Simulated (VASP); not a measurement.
# PtC18 in VASP: a series of runs

The runs below take PtC18 through single point, with PBEsol.

Everything below comes from runs of VASP 6.6.1. Logs are shortened: lines on timing, memory, paths and dates and some standing lists are left out, and cuts for length are marked.

## 1. Starting point

The cell holds a slab with vacuum, 19 atoms: a = 7.398 Å, b = 7.398 Å, c = 12.000 Å, α = 90.00°, β = 90.00°, γ = 120.00°.

The cell was built by a generator and needn't be a form met in nature.

## 2. Single point, PBEsol

INCAR reads:

```
  ALGO = Fast
  EDIFF = 1E-7
  ENCUT = 520
  GGA = PS
  ISIF = 2
  ISMEAR = 0
  LASPH = T
  LCHARG = F
  LREAL = Auto
  LWAVE = F
  NBANDS = 56
  NELM = 60
  PREC = Accurate
  SIGMA = 0.02
```

KPOINTS reads:

```
k-points
0
Gamma
  2 2 1
```

POSCAR reads:

```
PtC18
1.0
    7.3980000000      0.0000000000      0.0000000000
   -3.6990000000      6.4068560000      0.0000000000
    0.0000000000      0.0000000000     12.0000000000
C Pt
18 1
Direct
    0.0036054272     -0.0015639496      0.0785126667
    0.2248575238      0.1090637904      0.0805914167
    0.0056471056      0.3306699885      0.0852845833
    0.2245215807      0.4422710609      0.0808242500
    0.0056514723      0.6682461725      0.0852913333
    0.2245224979      0.7755259366      0.0808325000
    0.3367916817     -0.0015964148      0.0808322500
    0.5556658107      0.1056822566      0.0852984167
    0.3367843004      0.3316556514      0.0808265000
    0.5556618967      0.4432478270      0.0852944167
    0.3364521631      0.6648632340      0.0805884167
    0.5577071845      0.7754851990      0.0785139167
    0.6699332289     -0.0021681461      0.0799064167
    0.8913799710      0.1085533997      0.0799058333
    0.6665559630      0.3299097092      0.0983065833
    0.8947631496      0.4440177834      0.0982948333
    0.6699319649      0.6653678497      0.0799083333
    0.8913788533      0.7760915806      0.0799021667
    0.7806990638      0.3869804472      0.2585846667
```

Potentials or basis: VASP PAW PBE potentials, release 64 (C, Pt).

Started as:

```bash
> cat potpaw_PBE.64/C/POTCAR potpaw_PBE.64/Pt/POTCAR > POTCAR
> mpirun -np 1 vasp_std > vasp.out
```

OUTCAR:

```text
EDIFF = 1E-7
   ENCUT = 520
   GGA = PS
   ISIF = 2
   ISMEAR = 0
   LASPH = T
   LREAL = Auto
   NELM = 60
   PREC = Accurate

 ion  position               nearest neighbor table
   1  0.004  0.998  0.079-   2 1.42  14 1.42  18 1.42
   2  0.225  0.109  0.081-   1 1.42   9 1.43   7 1.43
   3  0.006  0.331  0.085-   4 1.40  14 1.42  16 1.45
   4  0.225  0.442  0.081-   3 1.40  11 1.43   9 1.43
   5  0.006  0.668  0.085-   6 1.40  18 1.42  16 1.45
   6  0.225  0.776  0.081-   5 1.40  11 1.43   7 1.43
   7  0.337  0.998  0.081-   8 1.40   2 1.43   6 1.43
   8  0.556  0.106  0.085-   7 1.40  13 1.42  15 1.45
   9  0.337  0.332  0.081-  10 1.40   2 1.43   4 1.43
  10  0.556  0.443  0.085-   9 1.40  17 1.42  15 1.45
  11  0.336  0.665  0.081-  12 1.42   4 1.43   6 1.43
  12  0.558  0.775  0.079-  11 1.42  17 1.42  13 1.42
  13  0.670  0.998  0.080-  14 1.42  12 1.42   8 1.42
  14  0.891  0.109  0.080-  13 1.42   1 1.42   3 1.42
  15  0.667  0.330  0.098-   8 1.45  10 1.45  16 1.46  19 2.06
  16  0.895  0.444  0.098-   5 1.45   3 1.45  15 1.46  19 2.06
  17  0.670  0.665  0.080-  18 1.42  12 1.42  10 1.42
  18  0.891  0.776  0.080-  17 1.42   1 1.42   5 1.42
  19  0.781  0.387  0.259-  16 2.06  15 2.06

  LATTYP: Found a hexagonal cell.
 ALAT       =     7.3980000000
 C/A-ratio  =     1.6220600162

  Lattice vectors:

 A1 = (   7.3980000000,   0.0000000000,   0.0000000000)
 A2 = (  -3.6990000000,   6.4068560000,   0.0000000000)
 A3 = (   0.0000000000,   0.0000000000,  12.0000000000)

Analysis of symmetry for initial positions (statically):
=====================================================================
 Subroutine PRICEL returns:
 Original cell was already a primitive cell.

 Routine SETGRP: Setting up the symmetry group for a
 hexagonal supercell.

 Subroutine GETGRP returns: Found  1 space group operations
 (whereof  1 operations were pure point group operations)
 out of a pool of 24 trial point group operations.

The static configuration has the point symmetry C_1 .

Analysis of symmetry for dynamics (positions and initial velocities):
=====================================================================
 Subroutine PRICEL returns:
 Original cell was already a primitive cell.

 Routine SETGRP: Setting up the symmetry group for a
 hexagonal supercell.

 Subroutine GETGRP returns: Found  1 space group operations
 (whereof  1 operations were pure point group operations)
 out of a pool of 24 trial point group operations.

The dynamic configuration has the point symmetry C_1 .

 Subroutine INISYM returns: Found  1 space group operations
 (whereof  1 operations are pure point group operations),
 and found     1 'primitive' translations

----------------------------------------------------------------------------------------

                                     Primitive cell

  volume of cell :     568.7750

  direct lattice vectors                    reciprocal lattice vectors
     7.398000000  0.000000000  0.000000000     0.135171668  0.078041398  0.000000000
    -3.699000000  6.406856000  0.000000000     0.000000000  0.156082796  0.000000000
     0.000000000  0.000000000 12.000000000     0.000000000  0.000000000  0.083333333

  length of vectors
     7.398000000  7.398000054 12.000000000     0.156082797  0.156082796  0.083333333

  position of ions in fractional coordinates (direct lattice)
     0.003605427  0.998436050  0.078512667
     0.224857524  0.109063790  0.080591417
     0.005647106  0.330669988  0.085284583
     0.224521581  0.442271061  0.080824250
     0.005651472  0.668246172  0.085291333
     0.224522498  0.775525937  0.080832500
[... 11 lines left out ...]
     0.891378853  0.776091581  0.079902167
     0.780699064  0.386980447  0.258584667

  ion indices of the primitive-cell ions
   primitive index   ion index
                 1           1
                 2           2
                 3           3
                 4           4
                 5           5
                 6           6
[... 11 lines left out ...]
                18          18
                19          19

----------------------------------------------------------------------------------------

 KPOINTS: k-points

Automatic generation of k-mesh.
 Grid dimensions read from file:
 generate k-points for:    2    2    1

 Generating k-lattice:

  Cartesian coordinates                     Fractional coordinates (reciprocal lattice)
     0.067585834  0.039020699  0.000000000     0.500000000  0.000000000  0.000000000
     0.000000000  0.078041398  0.000000000     0.000000000  0.500000000  0.000000000
     0.000000000  0.000000000  0.083333333     0.000000000  0.000000000  1.000000000

  Length of vectors
     0.078041399  0.078041398  0.083333333

  Shift w.r.t. Gamma in fractional coordinates (k-lattice)
     0.000000000  0.000000000  0.000000000

 Subroutine IBZKPT returns following result:
 ===========================================

[... 39 lines left out ...]
   EMIN   =  10.00;   EMAX   =-10.00  energy-range for DOS
   EFERMI =   0.00;   METHOD = LEGACY
   ISMEAR =     0;   SIGMA  =   0.02  broadening in eV -4-tet -1-fermi 0-gaus
   EFERMI_NEDOS =   21; number of points for ismear=-14 and -15
   IALGO  =     68    algorithm
   IMIX   =      4    mixing-type and parameters
     AMIX     =   0.40;   BMIX     =  1.00
     AMIX_MAG =   1.60;   BMIX_MAG =  1.00
  volume/ion in A,a.u.               =      29.94       202.01
  Fermi-wavevector in a.u.,A,eV,Ry     =   0.858419  1.622176 10.025902  0.736883
  Thomas-Fermi vector in A             =   1.975621
   LORBIT       =      0    0 simple, 1 ext, 2 COOP (PROOUT), +10 PAW based schemes
   GGA     = PS    functional components
   LHFCALC =     F    Hartree Fock is set to
   AEXX    =    0.0000 exact exchange contribution
   IVDW    =     0    specifies the selected vdW correction
   LEPSILON=     F    determine dielectric tensor
   LRPA    =     F    only Hartree local field effects (RPA)
 non-spin polarized calculation
 RMM-DIIS sequential band-by-band and
 Gauss-broadening in eV      SIGMA  =   0.02
  energy-cutoff  :      520.00
  volume of cell :      568.78
 maximum number of plane-waves:     15363
 NGX is ok and might be reduce to    56
   NGX = 27   NGY = 27   NGZ = 45

 number of electron      81.9999998 magnetization

 Free energy of the ion-electron system (eV)
  ---------------------------------------------------
  ext. energy  EPLUGINS =         0.00000000
  ---------------------------------------------------
  free energy    TOTEN  =      -176.03068610 eV

  energy without entropy =     -176.03068610  energy(sigma->0) =     -176.03068610

 E-fermi :  -1.2717     XC(G=0):  -4.1847

 val. band max:       -1.4128151062   @ k =   0.0000   0.0000   0.0000
 cond. band min:      -1.1117817071   @ k =   0.0000   0.0000   0.0000
 fundamental gap:      0.3010333991
 Fermi energy:        -1.2717146145

 k-point     1 :       0.0000    0.0000    0.0000
  band No.  band energies     occupation
      1     -20.9449      2.00000
      2     -18.6013      2.00000
      3     -18.3900      2.00000
      4     -18.3151      2.00000
      5     -18.2944      2.00000
      6     -18.2652      2.00000
[... 45 lines left out ...]
     52       3.9397      0.00000
     53       6.1059      0.00000

 k-point     2 :       0.5000    0.0000    0.0000
  band No.  band energies     occupation
      1     -20.3508      2.00000
      2     -20.2358      2.00000
      3     -19.0333      2.00000
      4     -18.9417      2.00000
      5     -16.6219      2.00000
      6     -16.5141      2.00000
[... 45 lines left out ...]
     52       4.0634      0.00000
     53       4.7857      0.00000

 k-point     3 :       0.0000    0.5000    0.0000
  band No.  band energies     occupation
      1     -20.3671      2.00000
      2     -20.2140      2.00000
      3     -19.0232      2.00000
      4     -18.9614      2.00000
      5     -16.6540      2.00000
      6     -16.5031      2.00000
[... 45 lines left out ...]
     52       4.8881      0.00000
     53       4.9198      0.00000

 k-point     4 :       0.5000    0.5000    0.0000
  band No.  band energies     occupation
      1     -20.3672      2.00000
      2     -20.2139      2.00000
      3     -19.0232      2.00000
      4     -18.9614      2.00000
      5     -16.6541      2.00000
      6     -16.5032      2.00000
[... 45 lines left out ...]
     52       3.9630      0.00000
     53       4.8767      0.00000
 [bands above 53 left out]

------------------------ aborting loop because EDIFF is reached ----------------------------------------

  FORCE on cell =-STRESS in cart. coord.  units (eV):
  Direction    XX          YY          ZZ          XY          YZ          ZX
  --------------------------------------------------------------------------------------
  -------------------------------------------------------------------------------------
  Total       -0.2892353      2.5023325      0.1195020     -2.4391147     -0.0100651     -0.0090054
  in kB       -0.8147443      7.0487981      0.3366242     -6.8707204     -0.0283523     -0.0253673
  external PRESSURE =       2.1902260 kB  Pullay stress =       0.0000000 kB

 VOLUME and BASIS-vectors are now :
 -----------------------------------------------------------------------------
  energy-cutoff  :      520.00
  volume of cell :      568.78
      direct lattice vectors                 reciprocal lattice vectors
     7.398000000  0.000000000  0.000000000     0.135171668  0.078041398  0.000000000
    -3.699000000  6.406856000  0.000000000     0.000000000  0.156082796  0.000000000
     0.000000000  0.000000000 12.000000000     0.000000000  0.000000000  0.083333333

 POSITION                                       TOTAL-FORCE (eV/Angst)
 -----------------------------------------------------------------------------------
     -3.66654      6.39684      0.94215        -0.002730     -0.005039     -0.002161
      1.26007      0.69876      0.96710         0.004363     -0.002794      0.004381
     -1.18137      2.11855      1.02341        -0.010888     -0.003937     -0.000842
      0.02505      2.83357      0.96989         0.014075      0.008330     -0.001587
     -2.43003      4.28136      1.02350        -0.005897     -0.008932     -0.002718
     -1.20765      4.96868      0.96999         0.005991      0.005346     -0.001303
[... 11 lines left out ...]
      3.72366      4.97231      0.95883        -0.001011     -0.000117      0.003777
      4.34417      2.47933      3.10302        -0.002636     -0.000904      0.121236
 -----------------------------------------------------------------------------------
    total drift:                                0.000960     -0.006120      0.026727

  FREE ENERGIE OF THE ION-ELECTRON SYSTEM (eV)
  ---------------------------------------------------
  free  energy   TOTEN  =      -176.0306861039 eV

  energy  without entropy=     -176.0306861039  energy(sigma->0) =     -176.03068610
```

Run time: 8.8 min. Hardware: 1 thread of Intel Xeon Platinum 8175M at 2.50GHz (Skylake/Cascade Lake), shared host; peak memory 0.6 GiB.

What came out:

| Item | Value |
| --- | --- |
| Free energy | -176.0307 eV |
| Largest force | 0.121 eV/Å |
| Band gap on the k mesh | 0.30 eV, direct |

Forces on the atoms (eV/Å):
```
C   -0.003 -0.005 -0.002
C    0.004 -0.003  0.004
C   -0.011 -0.004 -0.001
C    0.014  0.008 -0.002
C   -0.006 -0.009 -0.003
C    0.006  0.005 -0.001
C   -0.008 -0.005  0.002
C    0.000  0.012 -0.004
C   -0.002  0.001  0.000
C    0.004  0.003 -0.002
C    0.002 -0.008  0.004
C    0.005  0.002 -0.004
C    0.003  0.005  0.000
C   -0.004  0.001  0.005
C   -0.041 -0.025 -0.056
C    0.039  0.021 -0.061
C    0.000  0.000 -0.004
C   -0.001  0.000  0.004
Pt  -0.003 -0.001  0.121
```

Caveat: the k mesh is coarse (spacing up to 0.49 Å⁻¹), so the values aren't converged; the PAW data sets were made with another functional, which shifts forces and pressure a little; spin-orbit coupling is left out, which moves the levels of the heavy elements.

## 3. Single point, PBEsol

INCAR reads:

```
SYSTEM = PtC18
  ALGO = Fast
  EDIFF = 1E-7
  ENCUT = 520
  GGA = PS
  ISIF = 2
  ISMEAR = 0
  LASPH = .True.
  LCHARG = .False.
  LREAL = Auto
  LWAVE = .False.
  NBANDS = 56
  NELM = 100
  PREC = Accurate
  SIGMA = 0.02
```

KPOINTS reads:

```
k-points
0
Gamma
  2 2 1
  0 0 0
```

POSCAR reads:

```
PtC18
1.0
    7.3980000000      0.0000000000      0.0000000000
   -3.6990000000      6.4068560000      0.0000000000
    0.0000000000      0.0000000000     12.0000000000
C Pt
18 1
Direct
    0.0027162950     -0.0026431061      0.0801688333
    0.2242292003      0.1085051701      0.0829495000
    0.0054291874      0.3289675935      0.0819694167
    0.2246650802      0.4415942859      0.0789487500
    0.0048010619      0.6675331863      0.0885200833
    0.2252869953      0.7759411168      0.0836684167
    0.3365687715     -0.0021071178      0.0847575833
    0.5561592954      0.1067614131      0.0879916667
    0.3365819454      0.3306496978      0.0808455000
    0.5561790687      0.4426011760      0.0836985000
    0.3357375540      0.6641939510      0.0801660833
    0.5571441920      0.7753378568      0.0783557500
    0.6691495768     -0.0025605383      0.0814315833
    0.8908356424      0.1076888571      0.0796588333
    0.6674407147      0.3305451223      0.0968331667
    0.8941722449      0.4420876636      0.0923111667
    0.6690867371      0.6645546583      0.0784846667
    0.8901388125      0.7760021452      0.0811838333
    0.8417436154      0.4522052626      0.2555561667
```

Potentials or basis: VASP PAW PBE potentials, release 64 (C, Pt).

Started as:

```bash
> cat potpaw_PBE.64/C/POTCAR potpaw_PBE.64/Pt/POTCAR > POTCAR
> mpirun -np 1 vasp_std > vasp.out
```

Run time: 8.2 min. Hardware: 1 thread of Intel Xeon Platinum 8175M at 2.50GHz (Skylake/Cascade Lake), shared host; peak memory 0.6 GiB.

The run converged. Its results:

```yaml
Free_energy: -175.8920 eV
Largest_force: 0.352 eV/Å
Band_gap_on_the_k_mesh: 0.25 eV, direct
```

Forces in eV/Å, atoms in the order of the input:
```
C    0.000  0.012 -0.008
C    0.022  0.023 -0.005
C    0.002  0.015 -0.001
C    0.018  0.016  0.001
C    0.013  0.026 -0.067
C   -0.001  0.014 -0.033
C    0.006  0.014 -0.007
C    0.023  0.014  0.015
C    0.008  0.011  0.006
C   -0.002  0.020  0.021
C    0.012  0.010 -0.003
C    0.010  0.013 -0.005
C    0.010  0.028  0.007
C   -0.001  0.015  0.009
C   -0.013 -0.003  0.057
C    0.048  0.025 -0.067
C    0.002  0.014 -0.002
C    0.022  0.014 -0.025
Pt  -0.180 -0.283  0.109
```

Levels at points of the mesh, in eV from the valence-band top:
```
           k point  band 39  band 40  band 41  band 42  band 43  band 44
(0.00, 0.00, 0.00)    -1.35    -0.27     0.00     0.25     0.43     0.86
(0.50, 0.00, 0.00)    -1.36    -1.08    -0.88     0.33     1.69     2.42
(0.00, 0.50, 0.00)    -1.45    -1.07    -0.88     0.41     1.72     2.41
(0.50, 0.50, 0.00)    -1.39    -1.01    -0.97     0.45     1.70     2.44
```

Caveat: the k mesh is coarse (spacing up to 0.49 Å⁻¹), so the values aren't converged; the PAW data sets were made with another functional, which shifts forces and pressure a little; spin-orbit coupling is left out, which moves the levels of the heavy elements. As with any semilocal functional, this PBEsol gap is likely too small.

## 4. Single point, PBEsol

INCAR reads:

```
PREC = Accurate
ENCUT = 520
EDIFF = 1E-6
ISMEAR = 0
SIGMA = 0.02
LREAL = Auto
LASPH = True
NELM = 80
ALGO = Fast
ISIF = 2
LWAVE = False
LCHARG = False
GGA = PS
NBANDS = 56
```

KPOINTS reads:

```
Automatic mesh
0
Gamma
  2 2 1
```

POSCAR reads:

```
PtC18
1.0
    7.3980000000      0.0000000000      0.0000000000
   -3.6990000000      6.4068560000      0.0000000000
    0.0000000000      0.0000000000     12.0000000000
C Pt
18 1
Direct
    0.0024080078     -0.0033659255      0.0808912500
    0.2247126135      0.1089345539      0.0824345833
    0.0038167335      0.3277832372      0.0828770000
    0.2255002027      0.4424816166      0.0796859167
    0.0028575369      0.6659992046      0.0979331667
    0.2270070994      0.7774107924      0.0873595000
    0.3351696960     -0.0033629599      0.0837960833
    0.5575830236      0.1084377423      0.0826928333
    0.3356527177      0.3303673440      0.0797298333
    0.5573373259      0.4427763009      0.0805668333
    0.3357710673      0.6640000961      0.0809204167
    0.5580970022      0.7761407467      0.0784453333
    0.6689839320     -0.0025947204      0.0803522500
    0.8916065205      0.1087269637      0.0795020000
    0.6652901671      0.3280364035      0.0866476667
    0.8903048133      0.4386204404      0.0939376667
    0.6685209258      0.6640534765      0.0788613333
    0.8906104285      0.7774409164      0.0842965833
    0.9023920672      0.5115281193      0.2565691667
```

Started as:

```bash
> cat potpaw_PBE.64/C/POTCAR potpaw_PBE.64/Pt/POTCAR > POTCAR
> mpirun -np 1 vasp_std > vasp.out
```

It took 6.7 min on 1 thread of Intel Xeon Platinum 8175M at 2.50GHz (Skylake/Cascade Lake), shared host; peak memory 0.62 GiB.

It converged, with:

```
Free energy            : -175.9546 eV
Largest force          : 0.405 eV/Å
Band gap on the k mesh : 0.28 eV, direct
```

Forces on the atoms (eV/Å):
```
C   -0.021 -0.027  0.009
C    0.006 -0.012 -0.005
C   -0.034 -0.032  0.015
C    0.002 -0.002  0.009
C   -0.012 -0.001  0.082
C   -0.007 -0.017  0.042
C   -0.023 -0.016 -0.016
C    0.007 -0.009 -0.055
C   -0.024 -0.019 -0.018
C    0.003  0.004 -0.031
C   -0.008 -0.026  0.009
C   -0.004 -0.019 -0.005
C   -0.011 -0.002 -0.009
C   -0.013 -0.004  0.001
C   -0.023 -0.038 -0.115
C   -0.013 -0.071 -0.066
C   -0.012 -0.035  0.001
C   -0.001 -0.014  0.034
Pt   0.186  0.340  0.117
```

Levels at points of the mesh, in eV from the valence-band top:
| k point | band 39 | band 40 | band 41 | band 42 | band 43 | band 44 |
| --- | --- | --- | --- | --- | --- | --- |
| (0.00, 0.00, 0.00) | -1.28 | -0.26 | 0.00 | 0.28 | 0.51 | 0.93 |
| (0.50, 0.00, 0.00) | -1.40 | -1.02 | -0.88 | 0.48 | 1.75 | 2.47 |
| (0.00, 0.50, 0.00) | -1.24 | -1.05 | -0.87 | 0.35 | 1.75 | 2.46 |
| (0.50, 0.50, 0.00) | -1.35 | -0.99 | -0.93 | 0.51 | 1.74 | 2.50 |

Caveat: the k mesh is coarse (spacing up to 0.49 Å⁻¹), so the values aren't converged; the PAW data sets were made with another functional, which shifts forces and pressure a little; spin-orbit coupling is left out, which moves the levels of the heavy elements.
